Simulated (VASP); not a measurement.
A convergence study with VASP on Cd (space group no. 194 when undisturbed): a few settings are varied, all else stays as given below, so the limit is that of these other settings. One atom is moved off its site, so that forces are finite.

```yaml
crystal:
  lattice:
    - [1.48553, -2.57301, 0.00000]
    - [1.48553, 2.57301, 0.00000]
    - [0.00000, 0.00000, 5.60314]
  atoms:
    - { symbol: Cd, position: [0.33333, 0.66667, 0.25892] }
    - { symbol: Cd, position: [0.66667, 0.33333, 0.75000] }
```

All values below come from PBE GGA, VASP's PBE PAW potentials (set 64) (plane waves; VASP 6.6.1). The last row used: 300 eV cut-off, 19×19×9 Γ-centred mesh, tetrahedra with Blöchl corrections, potentials Cd.

| setting | E (eV/atom) | pressure (GPa) | largest force (eV/Å) | irreducible k-points |
|---|---|---|---|---|
| 5×5×3 mesh | -0.7010 | 4.85 | 0.068 | 12 |
| 7×7×3 mesh | ___ | ___ | ___ | 20 |
| 8×8×4 mesh | -0.7235 | 4.00 | 0.100 | 35 |
| 10×10×5 mesh | -0.7357 | 3.79 | 0.103 | 58 |
| 12×12×6 mesh | -0.7298 | ___ | ___ | 100 |
| 15×15×7 mesh | -0.7305 | 3.77 | 0.110 | 165 |
| 19×19×9 mesh | -0.7298 | 3.76 | 0.112 | 320 |

Fill in the missing entries.

- 12×12×6 mesh, pressure (GPa): 3.81
- 12×12×6 mesh, largest force (eV/Å): 0.114
- 7×7×3 mesh, E (eV/atom): -0.7474
- 7×7×3 mesh, pressure (GPa): 4.34
- 7×7×3 mesh, largest force (eV/Å): 0.098

Left out are rungs that failed or repeat a setting and relaxations that didn't move; long series are thinned to 24 rows.

The structure is a typed Cd crystal (space group no. 194). The cell was not relaxed at this level, it is distorted from the ideal structure.
